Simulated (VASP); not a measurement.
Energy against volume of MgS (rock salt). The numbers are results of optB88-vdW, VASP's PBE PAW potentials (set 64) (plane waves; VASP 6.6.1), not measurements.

```json
[
 {"V (Å³/atom)": "16.612", "E (eV/atom)": "-2.83487"},
 {"V (Å³/atom)": "17.142", "E (eV/atom)": "-2.84774"},
 {"V (Å³/atom)": "17.673", "E (eV/atom)": "-2.85170"},
 {"V (Å³/atom)": "18.203", "E (eV/atom)": "-2.84799"},
 {"V (Å³/atom)": "18.733", "E (eV/atom)": "-2.83771"}
]
```

Fit a third-order Birch-Murnaghan equation of state.

| Item | Result |
|---|---|
| volume per atom | 17.67 Å³/atom |
| bulk modulus | 77.0 GPa |
| pressure derivative of the bulk modulus | 4.07 |
| lattice constant a | 5.209 Å |

Measured: bulk modulus 81.0 GPa at 0 K (computed value off by -4.9 %), a 5.188 Å at 0 K (computed value off by +0.4 %), as given by Tamar Goldzak et al., The Journal of Chemical Physics (2022), arXiv:2208.04865 [corrected for zero-point motion].

The compound is MgS in the rock salt structure. It was relaxed first.
